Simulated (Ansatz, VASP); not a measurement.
## WS2 (Tungstenite): VASP beside Ansatz

Aim: how closely do two programs agree when they are given the same cell, functional and k mesh? The cell is taken from a series of runs on this material, whose earlier steps may have relaxed, scaled, displaced or heated it; both programs get it as it stands.

Main program and level: Ansatz 0.2.0; plane waves, with VASP 6.6.1 beside it; G0W0 gap at LDA.

**1. The starting structure**

The structure is hexagonal, space group P6_3/mmc (No. 194). Conventional cell: a = 3.180 Å, b = 3.180 Å, c = 12.500 Å, α = 90.00°, β = 90.00°, γ = 120.00°. Nearest to W lie 6 S at 2.41 Å. Nearest to S lie 3 W at 2.41 Å. Farther neighbours and most contacts between anions are not listed.

As a file:

```xyz
6
Lattice="3.1800 0.0000 0.0000 -1.5900 2.7540 0.0000 0.0000 0.0000 12.5000" Properties=species:S:1:pos:R:3 pbc="T T T"
W     0.0000    1.8360    3.1250
W     1.5900    0.9180    9.3750
S     0.0000    1.8360    7.8125
S     1.5900    0.9180    1.5625
S     0.0000    1.8360   10.9375
S     1.5900    0.9180    4.6875
```

**2. VASP: G0W0 gap, LDA**

Quasiparticle shifts depend on high empty states and on the cores, so they are the hardest test of two PAW sets.

Lines of VASP's logs that name or quote its potential files are left out, and so is its time.

The run reads the wave functions of an earlier VASP run, which isn't shown here.

INCAR reads:

```
SYSTEM = WS2
PREC = Accurate
ENCUT = 340
ISMEAR = 0
SIGMA = 0.01
LREAL = .FALSE.
GGA = CA
NBANDS = 482
LASPH = .TRUE.
ALGO = EVGW0
NELMGW = 1
ENCUTGW = 150
NOMEGA = 64
PRECFOCK = Fast
NBANDSGW = 34
LWAVE = .FALSE.
LCHARG = .FALSE.
```

POSCAR reads:

```
WS2
1.0
    3.1800000000      0.0000000000      0.0000000000
   -1.5900000000      2.7539607840      0.0000000000
    0.0000000000      0.0000000000     12.5000000000
W S
2 4
Direct
    0.3333333333      0.6666666667      0.2500000000
    0.6666666667      0.3333333333      0.7500000000
    0.3333333333      0.6666666667      0.6250000000
    0.6666666667      0.3333333333      0.1250000000
    0.3333333333      0.6666666667      0.8750000000
    0.6666666667      0.3333333333      0.3750000000
```

KPOINTS reads:

```
Automatic mesh
0
Gamma
3 3 1
0 0 0
```

Potentials, in the order of the species: W_sv_GW and S_GW (LDA family, release 64).

Run with:

```
$ export OMP_NUM_THREADS=6
$ mpirun -np 1 vasp_std
```

Numbers of over 12 decimals in the logs are rounded to 6 here.

The program printed:

```text
[banner, memory and clock lines left out]
running    1 mpi-ranks, on    1 nodes
 distrk:  each k-point on    1 cores,    1 groups
 distr:  one band on    1 cores,    1 groups
 Offloading initialized ...    1 GPUs detected
 POSCAR found type information on POSCAR W S
 POSCAR found :  2 types and       6 ions
|                                                                             |
|           W    W    AA    RRRRR   N    N  II  N    N   GGGG   !!!           |
|           W    W   A  A   R    R  NN   N  II  NN   N  G    G  !!!           |
|           W    W  A    A  R    R  N N  N  II  N N  N  G       !!!           |
|           W WW W  AAAAAA  RRRRR   N  N N  II  N  N N  G  GGG   !            |
|           WW  WW  A    A  R   R   N   NN  II  N   NN  G    G                |
|           W    W  A    A  R    R  N    N  II  N    N   GGGG   !!!           |
|                                                                             |
|     The default for ENCUTGWSOFT is different in this version of VASP.       |
|     please manually set ENCUTGWSOFT =150 in the INCAR file.                 |
|                                                                             |

 LDA part: xc-table for (Slater(with rela. corr.)+CA(PZ))
 , standard interpolation
 found WAVECAR, reading the header
 POSCAR, INCAR and KPOINTS ok, starting setup
 FFT: planning ... GRIDC
 FFT: planning ... GRID_SOFT
 FFT: planning ... GRID
 reading WAVECAR
 the WAVECAR file was read successfully
 initial charge from wavefunction
 available memory per node:   1600.43 GB, setting MAXMEM to   1638844

 The Fermi energy was updated, please check that it is located mid-gap
 values below the HOMO (VB) or above the LUMO (CB) will cause erroneous energies
 E-fermi :   7.8561

 calculate exact exchange contribution
 the WAVEDER file was read successfully
|                                                                             |
|           W    W    AA    RRRRR   N    N  II  N    N   GGGG   !!!           |
|           W    W   A  A   R    R  NN   N  II  NN   N  G    G  !!!           |
|           W    W  A    A  R    R  N N  N  II  N N  N  G       !!!           |
|           W WW W  AAAAAA  RRRRR   N  N N  II  N  N N  G  GGG   !            |
|           WW  WW  A    A  R   R   N   NN  II  N   NN  G    G                |
|           W    W  A    A  R    R  N    N  II  N    N   GGGG   !!!           |
|                                                                             |
|     Automatic setting of frequency mesh for GW failed. Frequency mesh       |
|     properly not suitable for determining QP energies. Consider             |
|     increasing number of kpoints.                                           |
|                                                                             |

energies w=
    0.000    0.000    0.812    0.000    1.622    0.000    2.429    0.000
    3.230    0.000    4.025    0.000    4.812    0.000    5.590    0.000
    6.358    0.000    7.117    0.000    7.865    0.000    8.602    0.000
    9.330    0.000   10.048    0.000   10.757    0.000   11.458    0.000
   12.151    0.000   12.838    0.000   13.520    0.000   14.197    0.000
   14.872    0.000   15.545    0.000   16.218    0.000   16.893    0.000
   17.571    0.000   18.254    0.000   18.943    0.000   19.640    0.000
   20.349    0.000   21.070    0.000   21.806    0.000   22.560    0.000
   23.334    0.000   24.133    0.000   24.958    0.000   25.814    0.000
   26.706    0.000   27.638    0.000   28.616    0.000   29.646    0.000
   30.736    0.000   31.893    0.000   33.129    0.000   34.454    0.000
   35.882    0.000   37.430    0.000   39.118    0.000   40.968    0.000
   43.010    0.000   45.281    0.000   47.825    0.000   50.700    0.000
   53.979    0.000   57.759    0.000   62.166    0.000   67.377    0.000
   73.634    0.000   81.288    0.000   90.863    0.000  103.181    0.000
  119.598    0.000  142.539    0.000  176.797    0.000  233.363    0.000
 responsefunction array rank=     477
 LDA part: xc-table for (Slater(with rela. corr.)+CA(PZ))
 , standard interpolation

 min. memory requirement per mpi rank    668.0 MB, per node    668.0 MB

 allocating  64 responsefunctions rank=   477
 shmem allocating  64 responsefunctions rank=   477
 response function shared by NCSHMEM nodes    1
 Doing            64  frequencies on each core in blocks of            64
NQ=   1    0.0000    0.0000    0.0000,
|.........|.........|.........|.........|.........|.........|.........|.........
 performed        311000 updates of chi_q(r,r)
 total number of BLAS operations        534.61 Gflops
NQ=   2    0.3333    0.0000    0.0000,
|.........|.........|.........|.........|.........|.........|.........|.........
 performed        819000 updates of chi_q(r,r)
 total number of BLAS operations       1395.22 Gflops
NQ=   3    0.3333    0.3333    0.0000,
|.........|.........|.........|.........|.........|.........|.........|.........
 performed       1196000 updates of chi_q(r,r)
 total number of BLAS operations       2081.97 Gflops
 resolving degeneracies of screened two electron integrals

 calculate QP shifts <psi_nk| G(iteration)W_0 |psi_nk>: iteration 1
 entering main loop
```

From OUTCAR (step 2):

```text
ion  position               nearest neighbor table
   1  0.333  0.667  0.250-   4 2.41   6 2.41   4 2.41   6 2.41   4 2.41   6 2.41
   2  0.667  0.333  0.750-   3 2.41   5 2.41   3 2.41   5 2.41   3 2.41   5 2.41
   3  0.333  0.667  0.625-   2 2.41   2 2.41   2 2.41
   4  0.667  0.333  0.125-   1 2.41   1 2.41   1 2.41
   5  0.333  0.667  0.875-   2 2.41   2 2.41   2 2.41
   6  0.667  0.333  0.375-   1 2.41   1 2.41   1 2.41

  LATTYP: Found a hexagonal cell.
 ALAT       =     3.1800000000
 C/A-ratio  =     3.9308176101

 Subroutine GETGRP returns: Found 24 space group operations
 (whereof 12 operations were pure point group operations)

The static configuration has the point symmetry D_3d.
 The point group associated with its full space group is D_6h.

 Found      3 irreducible k-points:

   k-points           NKPTS =      3   k-points in BZ     NKDIM =      9   number of bands    NBANDS=    482

   dimension x,y,z NGX =    20 NGY =   20 NGZ =   80
   dimension x,y,z NGXF=    40 NGYF=   40 NGZF=  160

   ENCUT  =  340.0 eV  24.99 Ry    5.00 a.u.   4.78  4.78 18.79*2*pi/ulx,y,z

   NELECT =      52.0000    total number of electrons

  energy-cutoff  :      340.00
  volume of cell :      109.47
      direct lattice vectors                 reciprocal lattice vectors
     3.180000000  0.000000000  0.000000000     0.314465409  0.181556688 -0.000000000
    -1.590000000  2.753960784  0.000000000     0.000000000  0.363113377  0.000000000
     0.000000000  0.000000000 12.500000000     0.000000000 -0.000000000  0.080000000

 k-points in reciprocal lattice and weights: Automatic mesh
   0.00000000  0.00000000  0.00000000       0.111
   0.33333333  0.00000000  0.00000000       0.667
   0.33333333  0.33333333  0.00000000       0.222

 E-fermi :   7.8561

 QP shifts <psi_nk| G(iteration)W_0 |psi_nk>: iteration 1
 for sc-GW calculations column KS-energies equals QP-energies in previous step
 and V_xc(KS)=  KS-energies - (<T + V_ion + V_H > + <T+V_H+V_ion>^1  + <V_x>^1)
 k-point   1 :       0.0000    0.0000    0.0000
  band No.  KS-energies  QP-energies   sigma(KS)   V_xc(KS)     V^pw_x(r,r')   Z            occupation Imag(sigma)
    ...
     23       5.0258       4.7498     -15.7718     -15.4079     -17.4765       0.7583       2.0000       0.2170
     24       5.7413       5.2646     -14.4339     -13.8067     -16.4858       0.7600       2.0000       0.2277
     25       6.1229       5.9982     -14.4244     -14.2611     -15.3052       0.7635       2.0000       0.1620
     26       7.2668       7.1781     -15.4996     -15.3829     -16.1071       0.7604       2.0000       0.1182
     27       9.5091      10.1071     -14.3618     -15.1413     -10.0621       0.7672       0.0000      -0.2581
     28       9.5091      10.1071     -14.3618     -15.1413     -10.0621       0.7672       0.0000      -0.2581
     29       9.5157      10.1068     -14.2928     -15.0636      -9.9962       0.7669       0.0000      -0.2577
     30       9.5157      10.1068     -14.2928     -15.0636      -9.9962       0.7669       0.0000      -0.2577
    ...

 k-point   2 :       0.3333    0.0000    0.0000
  band No.  KS-energies  QP-energies   sigma(KS)   V_xc(KS)     V^pw_x(r,r')   Z            occupation Imag(sigma)
    ...
     23       5.0397       4.5733     -14.4919     -13.8729     -16.6753       0.7535       2.0000       0.2546
     24       5.0890       4.7120     -15.0812     -14.5844     -17.0532       0.7588       2.0000       0.2349
     25       5.3112       5.1230     -14.3905     -14.1442     -15.7038       0.7640       2.0000       0.2078
     26       5.5692       5.3935     -14.7157     -14.4856     -15.9681       0.7637       2.0000       0.1953
     27       8.9061       9.4319     -14.0785     -14.7646      -9.8808       0.7662       0.0000      -0.2594
     28       9.1635       9.7804     -15.2365     -16.0492     -10.9526       0.7590       0.0000      -0.2698
     29       9.3036       9.9234     -15.3663     -16.1845     -11.0319       0.7576       0.0000      -0.2786
     30       9.6541      10.2247     -14.7859     -15.5353     -10.3854       0.7616       0.0000      -0.3029
    ...

 k-point   3 :       0.3333    0.3333    0.0000
  band No.  KS-energies  QP-energies   sigma(KS)   V_xc(KS)     V^pw_x(r,r')   Z            occupation Imag(sigma)
    ...
     23       4.4024       3.9361     -14.8610     -14.2380     -17.2624       0.7484       2.0000       0.2931
     24       4.4024       3.9361     -14.8610     -14.2380     -17.2624       0.7484       2.0000       0.2931
     25       6.5721       6.4484     -15.0597     -14.8974     -15.9730       0.7624       2.0000       0.1511
     26       6.7500       6.6411     -15.4224     -15.2795     -16.3009       0.7622       2.0000       0.1445
     27       8.4455       9.0511     -15.2583     -16.0560     -10.9375       0.7591       0.0000      -0.2582
     28       8.4455       9.0511     -15.2583     -16.0560     -10.9375       0.7591       0.0000      -0.2582
     29       9.3419       9.9091     -12.6670     -13.3944      -8.4070       0.7798       0.0000      -0.2533
     30      10.4955      11.1775     -14.1857     -15.0789      -9.4777       0.7637       0.0000      -0.3208
    ...
```

(Part 1 of 2 ends here.)

[Lines on the potential files, build, host, timing and source positions are cut from VASP's logs without a mark.]

[Logs are printed without paths, hosts, clocks, repeated set-up lines and the standing remarks that a program may print on its own settings, such as how far it seeks lower states.]

[Hosts, paths, dates, database ids (printed as entryN), source tags and the programs' standing remarks are cut or masked in the printed files.]
